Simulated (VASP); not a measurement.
Wanted: the native input for a VASP 6.6.1 run.

```yaml
Task: single point
Functional: r2SCAN
Potentials_or_basis: VASP PAW PBE potentials, release 64 (Si)
Cutoff: 300 eV
k_mesh: 2 × 2 × 2
Occupations: fermi-dirac, width 0.05 eV
Spin: no spin polarisation
Further_INCAR_settings: ALGO = Normal; EDIFF = 1e-07; NBANDS = 166
```

The structure of Si lies in POSCAR:

```
Si
1.0
   10.8800000000      0.0000000000      0.0000000000
    0.0000000000     10.8800000000      0.0000000000
    0.0000000000      0.0000000000     10.8800000000
Si
64
Direct
    0.5000000000      0.0000000000      0.0000000000
    0.7500000000      0.2500000000      0.0000000000
    0.7500000000      0.0000000000      0.2500000000
    0.0000000000      0.0000000000      0.0000000000
    0.2500000000      0.2500000000      0.0000000000
    0.5000000000      0.5000000000      0.0000000000
    0.7500000000      0.7500000000      0.0000000000
    0.2500000000      0.0000000000      0.2500000000
    0.5000000000      0.2500000000      0.2500000000
    0.7500000000      0.5000000000      0.2500000000
    0.5000000000      0.0000000000      0.5000000000
    0.7500000000      0.2500000000      0.5000000000
    0.7500000000      0.0000000000      0.7500000000
    0.0000000000      0.5000000000      0.0000000000
    0.2500000000      0.7500000000      0.0000000000
    0.0000000000      0.2500000000      0.2500000000
    0.2500000000      0.5000000000      0.2500000000
    0.5000000000      0.7500000000      0.2500000000
    0.0000000000      0.0000000000      0.5000000000
    0.2500000000      0.2500000000      0.5000000000
    0.5000000000      0.5000000000      0.5000000000
    0.7500000000      0.7500000000      0.5000000000
    0.2500000000      0.0000000000      0.7500000000
    0.5000000000      0.2500000000      0.7500000000
    0.7500000000      0.5000000000      0.7500000000
    0.0000000000      0.7500000000      0.2500000000
    0.0000000000      0.5000000000      0.5000000000
    0.2500000000      0.7500000000      0.5000000000
    0.0000000000      0.2500000000      0.7500000000
    0.2500000000      0.5000000000      0.7500000000
    0.5000000000      0.7500000000      0.7500000000
    0.0000000000      0.7500000000      0.7500000000
    0.6250000000      0.1250000000      0.1250000000
    0.8750000000      0.3750000000      0.1250000000
    0.8750000000      0.1250000000      0.3750000000
    0.1250000000      0.1250000000      0.1250000000
    0.3750000000      0.3750000000      0.1250000000
    0.6250000000      0.6250000000      0.1250000000
    0.8750000000      0.8750000000      0.1250000000
    0.3750000000      0.1250000000      0.3750000000
    0.6250000000      0.3750000000      0.3750000000
    0.8750000000      0.6250000000      0.3750000000
    0.6250000000      0.1250000000      0.6250000000
    0.8750000000      0.3750000000      0.6250000000
    0.8750000000      0.1250000000      0.8750000000
    0.1250000000      0.6250000000      0.1250000000
    0.3750000000      0.8750000000      0.1250000000
    0.1250000000      0.3750000000      0.3750000000
    0.3750000000      0.6250000000      0.3750000000
    0.6250000000      0.8750000000      0.3750000000
    0.1250000000      0.1250000000      0.6250000000
    0.3750000000      0.3750000000      0.6250000000
    0.6250000000      0.6250000000      0.6250000000
    0.8750000000      0.8750000000      0.6250000000
    0.3750000000      0.1250000000      0.8750000000
    0.6250000000      0.3750000000      0.8750000000
    0.8750000000      0.6250000000      0.8750000000
    0.1250000000      0.8750000000      0.3750000000
    0.1250000000      0.6250000000      0.6250000000
    0.3750000000      0.8750000000      0.6250000000
    0.1250000000      0.3750000000      0.8750000000
    0.3750000000      0.6250000000      0.8750000000
    0.6250000000      0.8750000000      0.8750000000
    0.1250000000      0.8750000000      0.8750000000
```

The cell was built by a generator and needn't be a form met in nature.

These files were run (other wordings do the same):

INCAR

```
SYSTEM = Si
ALGO = Normal
EDIFF = 1E-7
ENCUT = 300
ISIF = 2
ISMEAR = -1
LASPH = .True.
LCHARG = .False.
LMIXTAU = .True.
LREAL = .False.
LWAVE = .False.
METAGGA = R2SCAN
NBANDS = 166
NELM = 100
PREC = Accurate
SIGMA = 0.05
```

KPOINTS

```
k-points
0
Gamma
  2 2 2
  0 0 0
```

Potentials or basis: VASP PAW PBE potentials, release 64 (Si).

The run is started by

```console
$ cat potpaw_PBE.64/Si/POTCAR > POTCAR
$ mpirun -np 1 vasp_std > vasp.out
```

It gave:

```json
{
 "Pressure": "-0.1 GPa",
 "Band gap on the k mesh": "0.82 eV"
}
```

Caveat: the cutoff is under 1.25 times the usual one of these potentials, so pressure, stress and relaxed cells hold a basis-set (Pulay) error; the PAW data sets were made with another functional, which shifts forces and pressure a little.

Wall time 20 min on 1 thread of Intel(R) Xeon(R) 6975P-C (Granite Rapids), with other jobs on the host, peak memory 0.78 GiB.
